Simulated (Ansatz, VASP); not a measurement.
**Cross-check of SnTe between VASP and Ansatz**

Wanted: the spread between two codes on one cell, functional and k mesh. The cell is taken from a series of runs on this material, whose earlier steps may have relaxed, scaled, displaced or heated it; both programs get it as it stands.

Program: Ansatz 0.2.0. Level of theory: plane waves, with VASP 6.6.1 beside it; relaxation of cell and atoms at PBEsol and zone-centre phonons at PBEsol. Results are calculated unless marked as measured.

## (1) The structure

The structure is cubic, space group Fm-3m (No. 225). The conventional cell has a = 6.302 Å, b = 6.302 Å, c = 6.302 Å, α = 90.00°, β = 90.00°, γ = 90.00°. Nearest to Sn lie 6 Te at 3.15 Å. Nearest to Te lie 6 Sn at 3.15 Å. Farther neighbours and most contacts between anions are not listed.

## (2) VASP: relaxation of cell and atoms, PBEsol

The relaxed volume is the usual yardstick between codes: in a stiff, nearly cubic crystal its relative difference is about their pressure difference at one cell divided by the bulk modulus.

Lines of VASP's logs that name or quote its potential files are left out, and so is its time.

File INCAR:

```
SYSTEM = SnTe
PREC = Accurate
ENCUT = 500
EDIFF = 1E-07
NELM = 120
ISMEAR = 0
SIGMA = 0.01
LREAL = .FALSE.
ALGO = Normal
GGA = PS
NBANDS = 16
LORBIT = 11
LWAVE = .FALSE.
LCHARG = .FALSE.
ISIF = 3
IBRION = 2
NSW = 80
EDIFFG = -0.005
LASPH = .TRUE.
GGA_COMPAT = .FALSE.
NELMIN = 4
EFERMI = MIDGAP
KPAR = 2
```

File POSCAR:

```
SnTe
1.0
   -3.1508500000      0.0000000000      3.1508500000
    0.0000000000      3.1508500000      3.1508500000
   -3.1508500000      3.1508500000      0.0000000000
Sn Te
1 1
Direct
    0.0000000000      0.0000000000      0.0000000000
    0.5000000000      0.5000000000      0.5000000000
```

File KPOINTS:

```
Automatic mesh
0
Gamma
8 8 8
0 0 0
```

The projector-augmented-wave data sets are Sn_d and Te (PBE family, release 64).

Launch:

```console
$ mpirun -np 2 vasp_std
```

Numbers of over 12 decimals in the logs are rounded to 6 here.

Log:

```text
[banner, memory and clock lines left out]
running    2 mpi-ranks, on    1 nodes
 distrk:  each k-point on    1 cores,    2 groups
 distr:  one band on    1 cores,    1 groups

 POSCAR found type information on POSCAR SnTe
 POSCAR found :  2 types and       2 ions
|                                                                             |
|               ----> ADVICE to this user running VASP <----                  |
|                                                                             |
|     You enforced a specific xc type in the INCAR file but a different       |
|     [... a line on the potential file left out ...]
|     I HOPE YOU KNOW WHAT YOU ARE DOING!                                     |
|                                                                             |

 LDA part: xc-table for (Slater+PW92), standard interpolation
 POSCAR, INCAR and KPOINTS ok, starting setup
 FFT: planning ... GRIDC
 FFT: planning ... GRID_SOFT
 FFT: planning ... GRID
 WAVECAR not read
 entering main loop
       N       E                     dE             d eps       ncg     rms          rms(c)
DAV:   1     0.119623164310E+03    0.11962E+03   -0.94443E+03   928   0.140E+03
DAV:   2     0.132632602070E+01   -0.11830E+03   -0.11584E+03  1032   0.340E+02
DAV:   3    -0.813093485317E+01   -0.94573E+01   -0.94300E+01  1168   0.857E+01
DAV:   4    -0.838400640862E+01   -0.25307E+00   -0.25304E+00  1144   0.155E+01
DAV:   5    -0.839465888678E+01   -0.10652E-01   -0.10652E-01  1376   0.281E+00    0.486E+00
DAV:   6    -0.834037614404E+01    0.54283E-01   -0.12272E-01  1328   0.282E+00    0.304E+00
DAV:   7    -0.833812610202E+01    0.22500E-02   -0.45549E-02  1176   0.135E+00    0.714E-01
DAV:   8    -0.833753167242E+01    0.59443E-03   -0.69182E-03  1192   0.736E-01    0.146E-01
DAV:   9    -0.833759394331E+01   -0.62271E-04   -0.54600E-04  1304   0.222E-01    0.361E-02
DAV:  10    -0.833757535130E+01    0.18592E-04   -0.70775E-05  1200   0.801E-02    0.190E-02
DAV:  11    -0.833757486680E+01    0.48450E-06   -0.25768E-05  1264   0.427E-02    0.215E-02
DAV:  12    -0.833757465571E+01    0.21109E-06   -0.18594E-06  1128   0.110E-02    0.107E-02
DAV:  13    -0.833757449549E+01    0.16023E-06   -0.11488E-07   920   0.249E-03    0.515E-03
DAV:  14    -0.833757449378E+01    0.17026E-08   -0.10061E-07   640   0.391E-03
   1 F= -.83375745E+01 E0= -.83375745E+01  d E =-.833757E+01
 curvature:   0.00 expect dE= 0.000E+00 dE for cont linesearch  0.000E+00
 trial: gam= 0.00000 g(F)=  0.197E-59 g(S)=  0.918E-03 ort = 0.000E+00 (trialstep = 0.100E+01)
 search vector abs. value=  0.918E-03
 bond charge predicted
       N       E                     dE             d eps       ncg     rms          rms(c)
DAV:   1    -0.834894933841E+01   -0.11375E-01   -0.23517E-01  1160   0.712E+00    0.607E-01
DAV:   2    -0.834009090895E+01    0.88584E-02   -0.14557E-02  1184   0.187E+00    0.258E-01
DAV:   3    -0.833795867762E+01    0.21322E-02   -0.59961E-03  1216   0.110E+00    0.507E-02
DAV:   4    -0.833790519304E+01    0.53485E-04   -0.18113E-04  1064   0.124E-01    0.532E-02
DAV:   5    -0.833787785278E+01    0.27340E-04   -0.24613E-05  1328   0.367E-02    0.101E-02
DAV:   6    -0.833787746215E+01    0.39063E-06   -0.31324E-06  1208   0.274E-02    0.172E-03
DAV:   7    -0.833787742399E+01    0.38156E-07   -0.11078E-07   720   0.298E-03
   2 F= -.83378774E+01 E0= -.83378774E+01  d E =-.302930E-03
 trial-energy change:   -0.000303  1 .order   -0.000301   -0.000918    0.000317
 step:   0.7454(harm=  0.7432)  dis= 0.00000  next Energy=    -8.337918 (dE=-0.343E-03)
 bond charge predicted
       N       E                     dE             d eps       ncg     rms          rms(c)
DAV:   1    -0.833863459112E+01   -0.75713E-03   -0.15379E-02  1152   0.184E+00    0.154E-01
DAV:   2    -0.833806558297E+01    0.56901E-03   -0.93513E-04  1192   0.472E-01    0.657E-02
DAV:   3    -0.833792543230E+01    0.14015E-03   -0.39190E-04  1200   0.281E-01    0.128E-02
DAV:   4    -0.833792048441E+01    0.49479E-05   -0.11890E-05  1064   0.319E-02    0.137E-02
DAV:   5    -0.833791719092E+01    0.32935E-05   -0.16552E-06  1320   0.960E-03    0.258E-03
DAV:   6    -0.833791708265E+01    0.10827E-06   -0.20129E-07   944   0.699E-03    0.470E-04
DAV:   7    -0.833791707403E+01    0.86206E-08   -0.73579E-09   544   0.786E-04
   3 F= -.83379171E+01 E0= -.83379171E+01  d E =-.342580E-03
 curvature:  -0.37 expect dE=-0.591E-08 dE for cont linesearch -0.591E-08
 trial: gam= 0.00000 g(F)=  0.138E-62 g(S)=  0.159E-07 ort =-0.382E-05 (trialstep = 0.949E+00)
 search vector abs. value=  0.160E-07
 reached required accuracy - stopping structural energy minimisation
```

OUTCAR, selected parts (step 2):

```text
ion  position               nearest neighbor table
   1  0.000  0.000  0.000-   2 3.15   2 3.15   2 3.15   2 3.15   2 3.15   2 3.15
   2  0.500  0.500  0.500-   1 3.15   1 3.15   1 3.15   1 3.15   1 3.15   1 3.15

  LATTYP: Found a face centered cubic cell.
 ALAT       =     6.3017000000

 Subroutine GETGRP returns: Found 48 space group operations
 (whereof 48 operations were pure point group operations)

The static configuration has the point symmetry O_h .

 Found     29 irreducible k-points:

   k-points           NKPTS =     29   k-points in BZ     NKDIM =     29   number of bands    NBANDS=     16

   dimension x,y,z NGX =    32 NGY =   32 NGZ =   32
   dimension x,y,z NGXF=    64 NGYF=   64 NGZF=   64

   ENCUT  =  500.0 eV  36.75 Ry    6.06 a.u.   8.12  8.12  8.12*2*pi/ulx,y,z

   NELECT =      20.0000    total number of electrons

 k-points in reciprocal lattice and weights: Automatic mesh
   0.00000000  0.00000000  0.00000000       0.002
   0.12500000  0.00000000  0.00000000       0.016
   0.25000000  0.00000000  0.00000000       0.016
   0.37500000  0.00000000  0.00000000       0.016
   0.50000000  0.00000000  0.00000000       0.008
   0.12500000  0.12500000  0.00000000       0.012
   0.25000000  0.12500000  0.00000000       0.047
   0.37500000  0.12500000  0.00000000       0.047
   0.50000000  0.12500000  0.00000000       0.047
[...]
-0.37500000  0.50000000  0.12500000       0.023
  -0.25000000  0.50000000  0.25000000       0.012

 average (electrostatic) potential at core
       1-100.3424       2 -87.6385

 E-fermi :   6.9047

 k-point     1 :       0.0000    0.0000    0.0000
  band No.  band energies     occupation
    ...
      6      -5.9850      2.00000
      7       2.1910      2.00000
      8       4.7316      2.00000
      9       4.7316      2.00000
     10       4.7316      2.00000
     11      10.2242      0.00000
     12      10.2242      0.00000
     13      10.2242      0.00000
     14      11.5848      0.00000
     15      11.5848      0.00000
    ...

 k-point     2 :       0.1250    0.0000    0.0000
  band No.  band energies     occupation
    ...
      6      -5.8518      2.00000
      7       1.4715      2.00000
      8       4.7542      2.00000
      9       4.7542      2.00000
     10       5.2324      2.00000
     11       9.5389      0.00000
     12       9.5389      0.00000
     13       9.5610      0.00000
     14      11.5043      0.00000
     15      11.9101      0.00000
    ...

 k-point     3 :       0.2500    0.0000    0.0000
  band No.  band energies     occupation
    ...
      6      -5.4764      2.00000
      7       0.1763      2.00000
      8       4.8372      2.00000
      9       4.8372      2.00000
     10       5.9194      2.00000
     11       8.4322      0.00000
     12       8.4322      0.00000
     13       8.4866      0.00000
     14      11.9263      0.00000
     15      12.8063      0.00000
    ...

  Total        0.0004687      0.0004687      0.0004687     -0.0000000      0.0000000      0.0000000
  in kB        0.0120774      0.0120774      0.0120774     -0.0000000      0.0000000      0.0000000
  external PRESSURE =       0.0120774 kB  Pullay stress =       0.0000000 kB

  energy-cutoff  :      500.00
  volume of cell :       62.18
      direct lattice vectors                 reciprocal lattice vectors
    -3.144467649 -0.000000000  3.144467649    -0.159009427 -0.159009427  0.159009427
     0.000000000  3.144467649  3.144467649     0.159009427  0.159009427  0.159009427
    -3.144467649  3.144467649 -0.000000000    -0.159009427  0.159009427 -0.159009427

 POSITION                                       TOTAL-FORCE (eV/Angst)
 -----------------------------------------------------------------------------------
     -3.14447      3.14447     -0.00000         0.000000      0.000000     -0.000000
     -3.14447      3.14447      3.14447        -0.000000      0.000000      0.000000
 -----------------------------------------------------------------------------------
    total drift:                                0.000000      0.000000     -0.000000

  FREE ENERGIE OF THE ION-ELECTRON SYSTEM (eV)
  ---------------------------------------------------
  free  energy   TOTEN  =        -8.3379170740 eV

  energy  without entropy=       -8.3379170740  energy(sigma->0) =       -8.33791707

 reached required accuracy - stopping structural energy minimisation

 total charge
# of ion       s       p       d       tot
------------------------------------------
    1        1.359   0.747   9.987  12.093
    2        1.386   1.955   0.031   3.372
--------------------------------------------------
tot          2.745   2.702  10.018  15.465

[... 3 further parts left out ...]
```

The gap is read on the k-mesh alone, so it is an upper bound where the band edges lie off the mesh. The PAW data sets were made with PBE, which is usual practice but a small mismatch for other functionals. The run keeps the 48 symmetry operations of its start, so it cannot find a distortion of lower symmetry.

## (3) Ansatz: relaxation of cell and atoms, PBEsol

Ansatz runs on its default PAW (the set named soft_2) files.

The same cell, functional, mesh and smearing now go to Ansatz, which takes its cutoff from its data sets.

File input.yaml:

```yaml
crystal:
  lattice:
    - [-3.15085, 0.0, 3.15085]
    - [0.0, 3.15085, 3.15085]
    - [-3.15085, 3.15085, 0.0]
  atoms:
    - { symbol: Sn, position: [0.0, 0.0, 0.0] }
    - { symbol: Te, position: [0.5, 0.5, 0.5] }
kpoints:
  mp_grid: { grid: [8, 8, 8] }
hamiltonian:
  xc: pbesol
scf:
  occupations: { method: gaussian, width: 0.01 }
output:
  forces: true
  stress: true
  eigenvalues: true
  write_density: true
  write_potential: true
  elf: true
  volumetric_format: npy
relax:
  adjacent_minimum: "off"
  f_tol: 0.005
  max_steps: 80
  cell: { stress_tol: 0.05 }
```

Launch:

```console
$ ansatz run input.yaml --threads 2 --pin off --max-ram 5120MiB --backend cpu --events-out ev --progress --plain --runs-dir out
```

Log:

```text
Engine: ansatz 0.2.0, aarch64-unknown-linux-gnu
Pseudopotentials: kind: paw
Pseudopotential: Sn, paw, valence charge 14, recommended cutoff 420 eV (normal), Sn.paw.azcp
Pseudopotential: Te, paw, valence charge 16, recommended cutoff 420 eV (normal), Te.paw.azcp
Functional definition: PBEsol
  exchange = pbesol_x
  correlation = pbesol_c
Crystal: 2 atoms, lattice volume = 62.562 Å³
Basis set: ecut = 420 eV, 1243 PW (Γ), exchange–correlation on 60×60×60 points (8 copies of the dense FFT grid, shifted against one another)
Bands: 19, of which v1, the nominal top of the filled ones, is band 15 counted from 1 (14 counted from 0)
Symmetry: 48 space group operations
Space group: Fm-3m (ITA 225), of the structure as read, at distance tolerance 4.0e-5 Å
k-points: 29 of 512
Non-local potential: Sn, projectors of the file, l = 0: 2, l = 1: 2, l = 2: 2, l = 3: 2
Non-local potential: Te, projectors of the file, l = 0: 2, l = 1: 2, l = 2: 2, l = 3: 2
PAW form: soft (Blöchl's): semilocal exchange-correlation on the pseudo side does not see the compensation charge
PAW frozen core: Sn, regenerated for the run's functional, and the local potential with it (the file was generated under x = pbe(κ = 0.804, μ = 0.219515), c = pbe(β = 0.066725))
PAW frozen core: Te, regenerated for the run's functional, and the local potential with it (the file was generated under x = pbe(κ = 0.804, μ = 0.219515), c = pbe(β = 0.066725))
PAW one-centre angular grid: Sn, 590 points (default); XC on 64 Gauss nodes
PAW one-centre angular grid: Te, 590 points (default); XC on 64 Gauss nodes
Initial density: superposition of atomic densities (neutral atoms: chi_scale 0, normalization atom), corrected by the library's trained network
Initial wavefunctions: pseudopotential atomic-orbital guess
Functional: x = pbesol(κ = 0.804, μ = 0.123457), c = pbesol(β = 0.046)
SCF iter   1: F=—  HF=-12851.850830 eV  |F-HF|=—  |Δ(HF+E_count)|=         —  Δρ=2.26e-3  dr2=2.52e-3  ethr=1.77e-3  ⟨swp⟩=6.4  Hψ=2939  notcnv=0
preconditioner: auto → none  [insulator: Δε(μ)=0.150 eV  Ē_g=8.642 eV  σ=0.010 eV  W_gap=1.00  n_scr=14 (ndim 8)  ℏωp=14.8 eV  f_vac=0.009  D(μ)=0.00/eV (n_scr^D=0)  ε∞_Penn≈4.0]
SCF iter   2: F=—  HF=-12851.847739 eV  |F-HF|=—  |Δ(HF+E_count)|=   3.09e-3  Δρ=8.27e-4  dr2=3.43e-4  ethr=8.40e-6  ⟨swp⟩=2.5  Hψ=1202  notcnv=0
SCF iter   3: F=—  HF=-12851.847734 eV  |F-HF|=—  |Δ(HF+E_count)|=   5.24e-6  Δρ=1.83e-4  dr2=1.96e-5  ethr=1.14e-6  ⟨swp⟩=2.0  Hψ=1102  notcnv=0
SCF iter   4: F=—  HF=-12851.847731 eV  |F-HF|=—  |Δ(HF+E_count)|=   2.83e-6  Δρ=1.07e-4  dr2=7.63e-6  ethr=6.52e-8  ⟨swp⟩=2.0  Hψ=986  notcnv=0
SCF iter   5: F=—  HF=-12851.847726 eV  |F-HF|=—  |Δ(HF+E_count)|=   4.77e-6  Δρ=3.94e-5  dr2=9.43e-7  ethr=2.54e-8  ⟨swp⟩=2.0  Hψ=986  notcnv=0
SCF iter   6: F=-12851.847725 eV  HF=-12851.847725 eV  |F-HF|=2.12e-8  |Δ(HF+E_count)|=   7.44e-7  Δρ=5.11e-6  dr2=1.53e-8  ethr=3.33e-10  ⟨swp⟩=7.3  Hψ=3818  notcnv=0
SCF 1 converged in 6 iterations: F = -12851.847725 eV  dr2 = 1.53e-8
  greatest PAW one-centre occupation: 0.998 electrons in one spin orbital (limit 2), on the Te atom at site 1 (counted from 0), in its partial waves of l = 2
relax step   1: F+E_penalty+E_count = -12851.84772530 eV  Δ(F+E_penalty+E_count) = +0.000e0 eV  max|allowed force component| = 9.417e-30 eV/Å  Δτ_max = 0.0000 Å  P = -0.300 GPa  Ω = 62.562 Å³  (6 SCF iters, dr2 threshold 1.00e-7 eV, accepted)
[...]
relax step   2: F+E_penalty+E_count = -12851.84814808 eV  Δ(F+E_penalty+E_count) = -4.228e-4 eV  max|allowed force component| = 1.607e-29 eV/Å  Δτ_max = 0.0000 Å  P = +0.114 GPa  Ω = 62.018 Å³  energy of the carried Pulay correction = +1.024e-4 eV  (6 SCF iters, dr2 threshold 2.00e-7 eV, accepted)
[...]
relax step   3: F+E_penalty+E_count = -12851.84817260 eV  Δ(F+E_penalty+E_count) = -2.451e-5 eV  max|allowed force component| = 7.593e-30 eV/Å  Δτ_max = 0.0000 Å  P = -0.001 GPa  Ω = 62.167 Å³  energy of the carried Pulay correction = +7.420e-5 eV  (6 SCF iters, accepted)
[...]
relax step   4: F+E_penalty+E_count = -12851.84808463 eV  Δ(F+E_penalty+E_count) = +8.797e-5 eV  max|allowed force component| = 9.187e-30 eV/Å  Δτ_max = 0.0000 Å  P = -0.001 GPa  Ω = 62.167 Å³  stress off target by 1.16e-3 GPa  SCF on the basis re-selected at this cell (its energy is not comparable with the rows above)  (8 SCF iters)
basis re-selected at this cell: Δ(F+E_penalty+E_count) = +8.797e-5 eV, ΔP = +0.000 GPa vs the last step (what re-selecting the basis moved, of the pressure what is left beyond the Pulay correction that the steps carried, after the strain that the cell walked since its last selection, with what the two solves' SCF thresholds leave and, on support functions, any second-order correction that the steps lacked; it is no m [...]
SCF converged after 8 iterations
Free energy (F): -12851.848085 eV
Harris-Foulkes:  -12851.848085 eV  (|F-HF|=1.82e-12)
Internal energy: -12851.848085 eV  (E = F + TS)
E sigma→0 (E₀):  -12851.848085 eV
Fermi energy:    9.652370 eV
--- Per-component energies (eV) ---
  E_band       = -354.235838
  E_kinetic    = 366.918511
  E_local      = -2146.816643  (includes V_loc(G=0)·N_el)
  E_nonlocal   = -338.808463
  E_hartree    = 1348.238614
  E_xc         = -503.610172
  E_vxc        = -202.033004  (∫ρ·V_xc dr)
  E_paw        = -8646.754150  (= ΣΔE_a)
  E_vpaw       = -729.973309  (= ΣTr[D̂ρ^β])
  E_aug_tail   = -0.000158  (compensation charges beyond the density's cutoff)
  E_ewald      = -2931.675279
  E_core_change = 0.659655  (= ΣΔE_core)
  E_smearing   = -0.000000  (= −TS)
  E_closure    = 0.000000  (closes the sum)
  Σ components = -12851.848085   (vs F -12851.848085, Δ=0.00e0)
--- Forces (eV/Å), atoms counted from 1 ---
  atom   1  Sn     0.00000000     0.00000000    -0.00000000
  atom   2  Te    -0.00000000    -0.00000000    -0.00000000
  max |Σ_I F_I| component: 1.53e-29 eV/Å
--- Stress (GPa, compression-positive) ---
       -0.001163       0.000000      -0.000000
        0.000000      -0.001163      -0.000000
       -0.000000      -0.000000      -0.001163
  P = ⅓ Tr σ = -0.0012 GPa (-0.012 kbar)
--- Band table (eV; the first three rows and the last of 29) ---
  k-point 0: bands = [... 11 lower, 4.9325, 7.4781, 7.4781, 7.4781, 12.9728, 12.9728, 12.9728, 14.3557]
  k-point 1: bands = [... 11 lower, 4.2148, 7.5006, 7.5006, 7.9779, 12.2902, 12.2902, 12.3106, 14.2667]
  k-point 2: bands = [... 11 lower, 2.9221, 7.5833, 7.5833, 8.6650, 11.1842, 11.1842, 11.2357, 14.6842]
  k-point 28: bands = [... 11 lower, 2.2181, 4.7444, 4.7444, 8.8130, 10.4520, 14.2070, 14.2070, 15.6968]
--- Relaxed structure (3 steps of the walk, 3 accepted, 1 SCFs on fresh bases) ---
  F+E_penalty+E_count = -12851.84808463 eV   max|allowed force component| = 9.187e-30 eV/Å   (the final SCF, on the basis selected at the relaxed cell)
  cell:  # Å, volume = 62.1673 Å³
    - [-3.144203, 0, 3.144203]
    - [0, 3.144203, 3.144203]
    - [-3.144203, 3.144203, 0]
  atoms:
    - { symbol: Sn, position: [0, 0, 0] }
    - { symbol: Te, position: [0.5, 0.5, 0.5] }
```

The column dr2 measures how far the density is from self-consistency, as an energy; F and HF (Harris–Foulkes) agree once it is small.

## (4) Differences

Known differences besides the potentials themselves: the data sets hold 30 valence electrons in Ansatz (on its default PAW (the set named soft_2) files) and 20 in VASP; the cutoff is 420 eV in Ansatz and 500 eV in VASP; Ansatz makes its cores anew for this functional, VASP keeps those of its PBE data sets; Ansatz adds a Pulay correction to the stress that steers its cell, VASP none. Total energies have different zeros and are not compared.

Compared:

| quantity | Ansatz | VASP | difference |
| --- | --- | --- | --- |
| volume (Å³) | 62.17 | 62.18 | -0.03 % |
| edge a after relaxation, in the typed setting (Å) | 4.447 | 4.447 | -0.01 % |

(Part 1 of 2 ends here.)

[Lines on the potential files, build, host, timing and source positions are cut from VASP's logs without a mark.]

[Logs are printed without paths, hosts, clocks, repeated set-up lines and the standing remarks that a program may print on its own settings, such as how far it seeks lower states.]

[Hosts, paths, dates, database ids (printed as entryN), source tags and the programs' standing remarks are cut or masked in the printed files.]
